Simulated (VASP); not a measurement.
Output of a VASP run:

### OSZICAR
```
       N       E                     dE             d eps       ncg     rms          rms(c)
DAV:   1     0.857411524427E+02    0.85741E+02   -0.73684E+03  3300   0.142E+03
DAV:   2    -0.893663093131E+01   -0.94678E+02   -0.92708E+02  3418   0.368E+02
DAV:   3    -0.104247318896E+02   -0.14881E+01   -0.14530E+01  3466   0.541E+01
DAV:   4    -0.104353913493E+02   -0.10659E-01   -0.10658E-01  3344   0.459E+00
DAV:   5    -0.104355010386E+02   -0.10969E-03   -0.10969E-03  3460   0.488E-01    0.176E+01
DAV:   6    -0.901017281765E+01    0.14253E+01   -0.59985E+00  3318   0.363E+01    0.143E+00
DAV:   7    -0.899267382827E+01    0.17499E-01   -0.22063E-02  3320   0.247E+00    0.867E-01
DAV:   8    -0.898410264538E+01    0.85712E-02   -0.65682E-03  3336   0.137E+00    0.576E-02
DAV:   9    -0.898414698229E+01   -0.44337E-04   -0.65729E-05  3326   0.136E-01    0.322E-02
DAV:  10    -0.898415039770E+01   -0.34154E-05   -0.64116E-06  3338   0.312E-02    0.194E-03
DAV:  11    -0.898415105295E+01   -0.65525E-06   -0.17319E-07  2946   0.634E-03    0.775E-04
DAV:  12    -0.898415135915E+01   -0.30620E-06   -0.27930E-08  1662   0.285E-03    0.413E-04
DAV:  13    -0.898415138485E+01   -0.25695E-07   -0.35142E-09  1650   0.914E-04
   1 F= -.89841514E+01 E0= -.89838902E+01  d E =-.783422E-03
```

### OUTCAR
```
------------------------ aborting loop because EDIFF is reached ----------------------------------------
  FORCE on cell =-STRESS in cart. coord.  units (eV):
  Direction    XX          YY          ZZ          XY          YZ          ZX
  --------------------------------------------------------------------------------------
  Total       -0.4064680     -0.4064680     -0.4064680      0.0000000      0.0000000     -0.0000000
  in kB      -46.9954165    -46.9954165    -46.9954165      0.0000000      0.0000000     -0.0000000
  external PRESSURE =     -46.9954165 kB  Pullay stress =       0.0000000 kB
  volume of cell :       13.86
      direct lattice vectors                 reciprocal lattice vectors
    -1.513121527  1.513121527  1.513121527     0.000000000  0.330442725  0.330442725
     1.513121527 -1.513121527  1.513121527     0.330442725  0.000000000  0.330442725
     1.513121527  1.513121527 -1.513121527     0.330442725  0.330442725  0.000000000
 POSITION                                       TOTAL-FORCE (eV/Angst)
 -----------------------------------------------------------------------------------
      0.00000      0.00000      0.00000        -0.000000     -0.000000      0.000000
 -----------------------------------------------------------------------------------
    total drift:                                0.000000     -0.000000      0.000000
  FREE ENERGIE OF THE ION-ELECTRON SYSTEM (eV)
  ---------------------------------------------------
  free  energy   TOTEN  =        -8.9841513848 eV

  energy  without entropy=       -8.9833679629  energy(sigma->0) =       -8.98389024
```
(Selected blocks of OUTCAR.)

**POSCAR**
```
V
1
   -1.5131215273     1.5131215273     1.5131215273
    1.5131215273    -1.5131215273     1.5131215273
    1.5131215273     1.5131215273    -1.5131215273
V
1
Direct
  0.0000000000   0.0000000000   0.0000000000
```

Question: Write an INCAR and KPOINTS that could have produced this output.

Answer: Several could match; the one computed here: the input of the run itself, PBE GGA, plane waves, VASP's PBE PAW potentials (set 64).

INCAR:
```
# general
SYSTEM =V
PREC   =Accurate
ENCUT  =520
LREAL  =.False.
LASPH  =.True.

# electronic loop
EDIFF  =1E-7
NELM   =100
ALGO   =Normal
LMAXMIX=4

# smearing
ISMEAR =1
SIGMA  =0.1

# functional
GGA    =PE

# ions
ISIF   =2

# output
LWAVE  =.False.
LCHARG =.False.
```

File KPOINTS:
```
Automatic mesh
0
Gamma
17 17 17
0 0 0
```

POTCAR, in this order: V_sv (PBE.64 set). Program: vasp_std.

The compound is V in the bcc structure. This cell is one point of a volume scan, at 1.03 of the reference volume. The run is not spin-polarised, so no magnetic state was tried.
